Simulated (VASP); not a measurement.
An input for Quantum ESPRESSO's pw.x (written as the equivalent of a VASP run, and not itself run):

```
&CONTROL
  calculation = 'vc-relax'
  pseudo_dir = './pseudo'
  outdir = './out'
  tprnfor = .true.
  tstress = .true.
  nstep = 60
  forc_conv_thr = 0.00078
/
&SYSTEM
  ibrav = 0
  nat = 8
  ntyp = 3
  ecutwfc = 84
  occupations = 'smearing'
  smearing = 'methfessel-paxton'
  degauss = 0.00735
  input_dft = 'pbesol'
/
&ELECTRONS
  conv_thr = 7.3e-08
  electron_maxstep = 100
/
&IONS
/
&CELL
/
ATOMIC_SPECIES
  Ti 47.867 Ti.upf
  N 14.007 N.upf
  Hf 178.490 Hf.upf
CELL_PARAMETERS angstrom
     0.0168088    4.4371010    4.4282366
     4.4371010    0.0168088    4.4282366
     2.2269549    2.2269549    0.0000000
ATOMIC_POSITIONS crystal
  Ti   0.0000000  0.0000000  0.0000000
  N    0.2483251  0.2483251  0.5033497
  N    0.2465258  0.7534742  0.5000000
  N    0.7534742  0.2465258  0.5000000
  N    0.7516749  0.7516749  0.4966503
  Hf   0.0000000  0.5000000  0.0000000
  Hf   0.5000000  0.0000000  0.0000000
  Hf   0.5000000  0.5000000  0.0000000
K_POINTS automatic
  6 6 11 0 0 0
```

### Question
Translate this input to VASP (INCAR, KPOINTS, POSCAR, choice of POTCAR).

### Answer
This is not unique; one that fits is 
POSCAR:
```
Hf3TiN4
1
    0.0168088163     4.4371009954     4.4282366118
    4.4371009954     0.0168088163     4.4282366118
    2.2269549058     2.2269549058     0.0000000000
Ti N Hf
1 4 3
Direct
  0.0000000000   0.0000000000   0.0000000000
  0.2483251414   0.2483251414   0.5033497171
  0.2465257880   0.7534742120   0.5000000000
  0.7534742120   0.2465257880   0.5000000000
  0.7516748586   0.7516748586   0.4966502829
  0.0000000000   0.5000000000   0.0000000000
  0.5000000000   0.0000000000   0.0000000000
  0.5000000000   0.5000000000   0.0000000000
```

File KPOINTS:
```
Automatic mesh
0
Gamma
6 6 11
0 0 0
```

**INCAR**
```
ALGO = Normal
EDIFF = 1E-6
EDIFFG = -0.02
ENCUT = 520
GGA = PS
IBRION = 2
ISIF = 3
ISMEAR = 1
LASPH = .TRUE.
LCHARG = .FALSE.
LMAXMIX = 6
LREAL = .FALSE.
LWAVE = .FALSE.
NELM = 100
NSW = 60
PREC = Accurate
SIGMA = 0.1
SYSTEM = Hf3TiN4
```

POTCAR, in this order: Ti_sv N Hf_pv (PBE.64 set). Program: vasp_std.

The two are equivalent in intent, not identical: the potentials are each code's own (VASP's PAW set, PseudoDojo norm-conserving files in pw.x), so ENCUT and ecutwfc are chosen apart and not converted; conv_thr bounds pw.x's estimated SCF error, while EDIFF bounds the energy change between steps; forc_conv_thr acts on force components and is met together with etot_conv_thr.

The structure was generated: Hf3TiN4 was put into an ordered model structure (Cmmm), which need not be its known phase. This run relaxes it. Symmetry was kept, so distortions that lower it aren't found. The start is the result of an earlier pass.
